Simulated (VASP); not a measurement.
# Tc: Tc into a neighbouring Tc vacancy

Aim: the barrier for one hop in Tc: Tc into a neighbouring Tc vacancy. The start is a cell from a database of measured crystal structures.

Main program and level: VASP 6.6.1; PBEsol; plane waves and PAW (Tc).

Report form: the programs' logs are mostly left out.

## 1. The host crystal

The structure is hexagonal, space group P6_3/mmc (No. 194). The conventional cell has a = 2.740 Å, b = 2.740 Å, c = 4.398 Å, α = 90.00°, β = 90.00°, γ = 120.00°. Tc has 12 Tc at 2.71 to 2.74 Å nearest.

## 2. Relax the host

First cell and atoms are relaxed at a raised cutoff, so that later runs start from this functional's own cell.

The input, INCAR:

```
SYSTEM = Tc
PREC = Accurate
ENCUT = 350
EDIFF = 1E-06
NELM = 120
ISMEAR = 1
SIGMA = 0.15
LREAL = .FALSE.
ALGO = Normal
GGA = PS
NBANDS = 13
LASPH = .TRUE.
LORBIT = 11
LWAVE = .FALSE.
LCHARG = .FALSE.
KPAR = 6
IBRION = 2
NSW = 40
ISIF = 3
EDIFFG = -0.02
POTIM = 0.4
```

The input, POSCAR:

```
Tc
1.0
    2.7400000000      0.0000000000      0.0000000000
   -1.3700000000      2.3729096064      0.0000000000
    0.0000000000      0.0000000000      4.3980000000
Tc
2
Direct
    0.6666666667      0.3333333333      0.7500000000
    0.3333333333      0.6666666667      0.2500000000
```

The input, KPOINTS:

```
Automatic mesh
0
Gamma
14 14 8
0 0 0
```

Potentials, in the order of the species: Tc (PBE family, release 64).

Run with:

```
> mpirun -np 6 vasp_std
```

Wall time 15 s (6 MPI ranks of Intel Xeon 6975P-C (Granite Rapids), shared host); peak memory 0.95 GiB; 77 s of CPU time.

The PAW data sets were made with PBE, which is usual practice but a small mismatch for other functionals. The data set Tc keeps the semicore shell frozen, which is cheaper and a little less accurate. The run keeps the 24 symmetry operations of its start, so it cannot find a distortion of lower symmetry.

Relaxation path:

```
step  energy less that of the first step (eV)  largest force (eV/Å)  pressure (GPa)  volume (Å³)
   1                                   0.0000                0.0000           -9.56        28.59
   2                                   0.1236                0.0000           27.41        25.86
   3                                  -0.0266                0.0000           -0.23        27.75
   4                                  -0.0266                0.0000            0.00        27.73
   5                                  -0.0266                0.0000            0.21        27.72
   6                                  -0.0267                0.0000           -0.39        27.77
   7                                  -0.0267                0.0000           -0.19        27.75
   8                                  -0.0267                0.0000            0.14        27.72
   9                                  -0.0267                0.0000            0.01        27.73
```

```
conventional cell, symmetrised  before  after  change
                         a (Å)   2.740  2.715  -0.9 %
                         b (Å)   2.740  2.715  -0.9 %
                         c (Å)   4.398  4.344  -1.2 %
              volume (Å³/atom)   14.30  13.87  -3.0 %
```

The relaxed structure:

```cif
data_structure
_symmetry_space_group_name_H-M 'P 1'
_symmetry_Int_Tables_number 1
_cell_length_a 2.7152
_cell_length_b 2.7152
_cell_length_c 4.3438
_cell_angle_alpha 90.000
_cell_angle_beta 90.000
_cell_angle_gamma 120.000
_cell_volume 27.73
loop_
_atom_site_label
_atom_site_type_symbol
_atom_site_fract_x
_atom_site_fract_y
_atom_site_fract_z
_atom_site_occupancy
Tc1 Tc 0.66667 0.33333 0.75000 1
Tc2 Tc 0.33333 0.66667 0.25000 1
```

Numbers from this step:

```yaml
electronic_cycles: 51
electrons: 14
free_energy_toten: -22.59 eV
energy_at_zero_smearing: -22.59 eV
fermi_energy: 13.54 eV
metallic: yes
```

The run ended after 9 ionic steps, 0.027 eV below its first step, once forces and stress met EDIFFG = -0.02.

## 3. Relax the start

System of this step: Tc. The cell holds 35 atoms: 35 Tc. Its edges and angles: a = 8.146 Å, b = 8.146 Å, c = 8.688 Å, α = 90.0°, β = 90.0°, γ = 120.0°. It derives from Tc. Nearest the centre at fractional (0.222, 0.278, 0.375): Tc2 at 1.39 Å, Tc12 at 2.31 Å, Tc18 at 2.32 Å, Tc19 at 2.32 Å, Tc8 at 2.36 Å, Tc25 at 2.99 Å, Tc24 at 3.01 Å, Tc27 at 3.01 Å.

A path needs two true minima; the start is relaxed with symmetry off.

The input, INCAR:

```
SYSTEM = Tc
PREC = Normal
ENCUT = 280
EDIFF = 1E-05
NELM = 120
ISMEAR = 1
SIGMA = 0.15
LREAL = Auto
ALGO = Fast
GGA = PS
NBANDS = 150
LASPH = .TRUE.
LORBIT = 11
LWAVE = .FALSE.
LCHARG = .FALSE.
KPAR = 6
IBRION = 2
NSW = 60
ISIF = 2
EDIFFG = -0.05
POTIM = 0.4
MAXMIX = 40
ISYM = 0
```

The input, POSCAR:

```
Tc
1.0
    8.1457419003      0.0000000000      0.0000000000
   -4.0728709500      7.0544194185      0.0000000000
    0.0000000000      0.0000000000      8.6876415836
Tc
35
Direct
    0.2242354106      0.1134404825      0.8757607061
    0.2203060069      0.4470112208      0.3760276082
    0.2217276214      0.4460919736      0.8758392897
    0.2229846870      0.7778583578      0.3762585993
    0.2201830950      0.7773159114      0.8738901031
    0.5570821932      0.1112237273      0.3743267292
    0.5532711757      0.1103819448      0.8750187443
    0.5567132775      0.4481132476      0.3773176009
    0.5462211455      0.4390888988      0.8745976535
    0.5548218138      0.7783834775      0.3755003013
    0.5591790764      0.7746250853      0.8741307077
    0.8948211804      0.1129445802      0.3765264520
    0.8852906334      0.1064386496      0.8753855241
    0.8874167137      0.4409647759      0.3734271297
    0.8873727685      0.4417659770      0.8747737707
    0.8891737709      0.7778786684      0.3738344555
    0.8916099757      0.7803043272      0.8757386315
    0.1101392890      0.2242965312      0.1238456245
    0.1117503748      0.2191835953      0.6271052139
    0.1092916845      0.5520152249      0.1242773655
    0.1116306425      0.5563289469      0.6227388843
    0.1086751320      0.8894547314      0.1239254860
    0.1127659988      0.8910422044      0.6212042924
    0.4468050357      0.2256942215      0.1243150573
    0.4435200193      0.2243549103      0.6255834645
    0.4461547188      0.5545768338      0.1215886754
    0.4435423540      0.5542915872      0.6267848891
    0.4426080533      0.8842652647      0.1222485903
    0.4475779872      0.8908160922      0.6235260825
    0.7784068260      0.2234854688      0.1260783233
    0.7802927709      0.2229493852      0.6247816937
    0.7786388051      0.5585486943      0.1198182617
    0.7774841208      0.5556491143      0.6217186746
    0.7776717011      0.8870424407      0.1269854521
    0.7784179742      0.8907860067      0.6278059252
```

The input, KPOINTS:

```
Automatic mesh
0
Gamma
3 3 2
0 0 0
```

Run with:

```
> mpirun -np 6 vasp_std
```

The job ended after 6 min (6 MPI ranks; peak memory 2.2 GiB).

This run has no spin polarisation. Its electron count is odd, so without a moment it is a metal by construction.

The steps of the relaxation:

```csv
step,energy less that of the first step (eV),largest force (eV/Å)
1,0.0000,0.8650
2,-0.1529,0.3334
3,-0.1898,0.1996
4,-0.1899,0.1958
5,-0.2059,0.1393
6,-0.2190,0.1374
7,-0.2284,0.1027
8,-0.2347,0.1133
9,-0.2437,0.1314
10,-0.2475,0.1450
11,-0.2447,0.1473
12,-0.2482,0.1517
13,-0.2570,0.0761
14,-0.2582,0.0841
15,-0.2624,0.0725
16,-0.2627,0.0867
17,-0.2642,0.0441
```

The atoms that moved most (Å):

```csv
atom,dx,dy,dz,length
Tc25,-0.006,-0.029,-0.091,0.095
Tc19,0.005,0.007,-0.087,0.087
Tc9,0.057,0.020,0.029,0.067
Tc35,-0.005,-0.018,-0.062,0.065
Tc30,0.000,-0.008,-0.062,0.063
Tc14,-0.001,0.025,0.054,0.060
Tc11,-0.042,0.022,0.035,0.059
Tc13,0.022,0.043,0.023,0.054
```

The relaxed structure:

```cif
data_structure
_symmetry_space_group_name_H-M 'P 1'
_symmetry_Int_Tables_number 1
_cell_length_a 8.1457
_cell_length_b 8.1457
_cell_length_c 8.6876
_cell_angle_alpha 90.000
_cell_angle_beta 90.000
_cell_angle_gamma 120.000
_cell_volume 499.22
loop_
_atom_site_label
_atom_site_type_symbol
_atom_site_fract_x
_atom_site_fract_y
_atom_site_fract_z
_atom_site_occupancy
Tc1 Tc 0.22234 0.11111 0.88006 1
Tc2 Tc 0.22068 0.44432 0.37872 1
Tc3 Tc 0.22053 0.44214 0.87818 1
Tc4 Tc 0.22081 0.77652 0.37865 1
Tc5 Tc 0.22049 0.77852 0.87795 1
Tc6 Tc 0.55736 0.11256 0.37827 1
Tc7 Tc 0.55473 0.11300 0.87782 1
Tc8 Tc 0.55730 0.44468 0.37850 1
Tc9 Tc 0.55470 0.44199 0.87794 1
Tc10 Tc 0.55547 0.77779 0.37872 1
Tc11 Tc 0.55553 0.77772 0.87816 1
Tc12 Tc 0.88891 0.11272 0.37855 1
Tc13 Tc 0.89107 0.11259 0.87802 1
Tc14 Tc 0.88901 0.44444 0.37969 1
Tc15 Tc 0.88894 0.44438 0.88031 1
Tc16 Tc 0.88852 0.77576 0.37863 1
Tc17 Tc 0.89113 0.77859 0.87801 1
Tc18 Tc 0.11152 0.22185 0.12236 1
Tc19 Tc 0.11289 0.22023 0.61711 1
Tc20 Tc 0.11094 0.55558 0.11971 1
Tc21 Tc 0.11043 0.55521 0.62133 1
Tc22 Tc 0.11154 0.88964 0.12245 1
Tc23 Tc 0.11296 0.89266 0.61669 1
Tc24 Tc 0.44370 0.22186 0.12435 1
Tc25 Tc 0.44076 0.22029 0.61512 1
Tc26 Tc 0.44459 0.55602 0.12386 1
Tc27 Tc 0.44516 0.55697 0.62124 1
Tc28 Tc 0.44470 0.88865 0.12259 1
Tc29 Tc 0.44525 0.88827 0.62153 1
Tc30 Tc 0.77778 0.22229 0.11890 1
Tc31 Tc 0.77838 0.22315 0.62225 1
Tc32 Tc 0.77780 0.55548 0.11871 1
Tc33 Tc 0.77826 0.55494 0.62276 1
Tc34 Tc 0.77716 0.88848 0.12487 1
Tc35 Tc 0.77646 0.88820 0.62066 1
```

Numbers from this step:

| Quantity | Value |
| --- | --- |
| electronic cycles | 142 |
| electrons | 245 |
| free energy (TOTEN) | -392.4114 eV |
| energy at zero smearing | -392.4190 eV |
| Fermi energy | 13.07 eV |

The run ended after 17 ionic steps, 0.264 eV below its first step, once the forces on the free atoms met EDIFFG = -0.05.

## 4. Relax the end

The end state is relaxed in the same way, so that both ends share their errors.

INCAR is that of step 3.

The input, POSCAR:

```
Tc
1.0
    8.1457419003      0.0000000000      0.0000000000
   -4.0728709500      7.0544194185      0.0000000000
    0.0000000000      0.0000000000      8.6876415836
Tc
35
Direct
    0.2219210384      0.1086283522      0.8715138556
    0.2263694922      0.1107955864      0.3734148403
    0.2223050770      0.4439017737      0.8769617344
    0.2223250158      0.7778167593      0.3733549512
    0.2219095800      0.7748466600      0.8765329579
    0.5571359141      0.1067884704      0.3693224425
    0.5606819352      0.1183346618      0.8726957501
    0.5533196527      0.4461142315      0.3730645574
    0.5538196518      0.4434574958      0.8762247330
    0.5549543418      0.7785656041      0.3745935991
    0.5530282895      0.7768710377      0.8728120652
    0.8873117471      0.1079248355      0.3724840252
    0.8923907330      0.1109603284      0.8748759110
    0.8895482629      0.4432512718      0.3744738840
    0.8903330829      0.4452451222      0.8723311589
    0.8900979987      0.7761038344      0.3725687787
    0.8861243610      0.7766705418      0.8787462417
    0.1084517682      0.2226760537      0.1200784702
    0.1123824452      0.2247725849      0.6244551725
    0.1098940533      0.5562119131      0.1266118339
    0.1155366525      0.5611477206      0.6254815288
    0.1094780021      0.8885317250      0.1248330996
    0.1113355248      0.8888037570      0.6254004906
    0.4415180969      0.2245743051      0.1236768808
    0.4424680673      0.2240303119      0.6280326435
    0.4458834134      0.5560124587      0.1228539163
    0.4527427306      0.5580511788      0.6223772061
    0.4426535199      0.8891354840      0.1214208212
    0.4442077203      0.8875873741      0.6278230230
    0.7762967421      0.2145354509      0.1250960044
    0.7753794261      0.2253681593      0.6253870000
    0.7776143928      0.5525358181      0.1292092672
    0.7812282370      0.5525368209      0.6258582654
    0.7760912266      0.8888220657      0.1220863508
    0.7809882637      0.8861411659      0.6243183793
```

KPOINTS is that of step 3.

Run with:

```
> mpirun -np 6 vasp_std
```

Elapsed: 7.2 min, on 6 MPI ranks; peak memory 2.3 GiB.

The steps of the relaxation (22 of 24):

```
step  energy less that of the first step (eV)  largest force (eV/Å)
   1                                   0.0000                0.6659
   2                                  -0.1820                0.3847
   3                                  -0.2354                0.1869
   4                                  -0.2568                0.1284
   5                                  -0.2677                0.1239
   6                                  -0.2684                0.1265
   8                                  -0.2797                0.0922
   9                                  -0.2843                0.0941
  10                                  -0.2865                0.1274
  11                                  -0.2900                0.1285
  12                                  -0.2966                0.1500
  13                                  -0.2819                0.2655
  14                                  -0.2974                0.1576
  15                                  -0.3048                0.1505
  16                                  -0.3097                0.1232
  17                                  -0.3156                0.0786
  19                                  -0.3196                0.0815
  20                                  -0.3216                0.0594
  21                                  -0.3221                0.0522
  22                                  -0.3219                0.0749
  23                                  -0.3222                0.0586
  24                                  -0.3229                0.0303
```

The atoms that moved most (Å):

```
atom      dx      dy      dz  length
Tc18   0.028   0.022   0.100   0.106
Tc26  -0.028  -0.017   0.100   0.105
Tc17   0.021   0.007  -0.085   0.088
Tc27  -0.059  -0.022   0.021   0.067
Tc24   0.048  -0.024   0.036   0.065
Tc35  -0.034   0.017   0.052   0.065
 Tc3  -0.001   0.002  -0.064   0.064
Tc30  -0.023   0.049   0.029   0.061
```

Final coordinates:

```xyz
35
Lattice="8.1457 0.0000 0.0000 -4.0729 7.0544 0.0000 0.0000 0.0000 8.6876" Properties=species:S:1:pos:R:3 pbc="T T T"
Tc    1.3451    0.7860    7.5685
Tc    1.3537    0.7706    3.2204
Tc    0.0016    3.1336    7.5546
Tc   -1.3657    5.4853    3.2203
Tc   -1.3585    5.4662    7.5656
Tc    4.0739    0.7835    3.2169
Tc    4.0753    0.7813    7.5685
Tc    2.7297    3.1464    3.2219
Tc    2.7061    3.1431    7.5694
Tc    1.3769    5.4912    3.2246
Tc    1.3633    5.4639    7.5707
Tc    6.7989    0.7698    3.2209
Tc    6.8043    0.7872    7.5692
Tc    5.4242    3.1484    3.2172
Tc    5.4448    3.1431    7.5648
Tc    4.0750    5.4859    3.2095
Tc    4.0761    5.4864    7.5490
Tc    0.0043    1.5933    1.1435
Tc    0.0024    1.5693    5.4532
Tc   -1.3331    3.9057    1.1425
Tc   -1.3459    3.9124    5.4340
Tc   -2.7180    6.2668    1.1103
Tc   -2.7143    6.2665    5.4649
Tc    2.7298    1.5602    1.1108
Tc    2.7215    1.5638    5.4279
Tc    1.3399    3.9055    1.1671
Tc    1.3558    3.9144    5.4284
Tc    0.0036    6.2804    1.1050
Tc    0.0024    6.2730    5.4312
Tc    5.4264    1.5621    1.1158
Tc    5.4307    1.5659    5.4084
Tc    4.0752    3.9245    1.0876
Tc    4.0744    3.9194    5.4770
Tc    2.7265    6.2657    1.0958
Tc    2.7181    6.2681    5.4757
```

This step gave:

| Quantity | Value |
| --- | --- |
| electronic cycles | 185 |
| free energy (TOTEN) | -392.4094 eV |
| energy at zero smearing | -392.4180 eV |

The run ended after 24 ionic steps, 0.323 eV below its first step, once the forces on the free atoms met EDIFFG = -0.05.

(Continued in part 2 of 2.)

[Lines on the potential files, build, host, timing and source positions are cut from VASP's logs without a mark.]

[Logs are printed without paths, hosts, clocks, repeated set-up lines and the standing remarks that a program may print on its own settings, such as how far it seeks lower states.]

[Hosts, paths, dates, database ids (printed as entryN), source tags and the programs' standing remarks are cut or masked in the printed files.]

[Runs that stopped without an error message from VASP are left out.]
